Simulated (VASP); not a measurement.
The system is Ti2BN.

```
Ti B N
1.0
     1.56000   -9.20000    0.00000
     1.56000    9.20000    0.00000
     0.00000    0.00000    3.08000
Ti B N
4 2 2
Direct
  0.68600 0.31400 0.25000
  0.07200 0.92800 0.75000
  0.31400 0.68600 0.75000
  0.92800 0.07200 0.25000
  0.52700 0.47300 0.25000
  0.47300 0.52700 0.75000
  0.19200 0.80800 0.75000
  0.80800 0.19200 0.25000
```

The cell was built by a generator and needn't be a form met in nature.

- Program: VASP 6.6.1
- Task: relaxation of cell and atoms
- Functional: PBE
- Potentials or basis: VASP PAW PBE potentials, release 64 (Ti_sv, B, N)
- Cutoff: 520 eV
- k mesh: 5 × 5 × 5
- Occupations: gaussian, width 0.15 eV
- Spin: no spin polarisation

At the start: pressure -17.2 GPa; volume 11.05 Å³/atom.

How do energy, volume and symmetry change on relaxing?

Over 10 steps the energy falls by 118.1 meV/atom and the volume is 10.17 Å³/atom (-7.9 %); space group Cmcm (No. 63, to 0.05 Å).

The path:
```tsv
step	energy change (eV)	largest force (eV/Å)	pressure (GPa)	volume (Å³)
1	0.0000	1.5326	-17.21	88.41
2	-0.2848	1.1588	27.73	73.98
3	-0.7419	1.3355	4.35	79.72
4	-0.9035	0.4445	3.81	80.46
5	-0.9132	0.4215	3.58	80.33
6	-0.9288	0.1645	-4.03	82.71
7	-0.9401	0.1540	-1.06	81.77
8	-0.9402	0.1434	-0.77	81.72
9	-0.9447	0.0807	0.07	81.45
10	-0.9450	0.0650	0.28	81.39
```

Final structure:
```
Ti B N
1.0
     1.56814   -8.60250    0.00000
     1.56814    8.60250    0.00000
     0.00000    0.00000    3.01661
Ti B N
4 2 2
Direct
  0.69229 0.30771 0.25000
  0.07220 0.92780 0.75000
  0.30771 0.69229 0.75000
  0.92780 0.07220 0.25000
  0.52754 0.47246 0.25000
  0.47246 0.52754 0.75000
  0.18934 0.81066 0.75000
  0.81066 0.18934 0.25000
```

Caveat: the k mesh is coarse (spacing up to 0.41 Å⁻¹), so the values aren't converged.
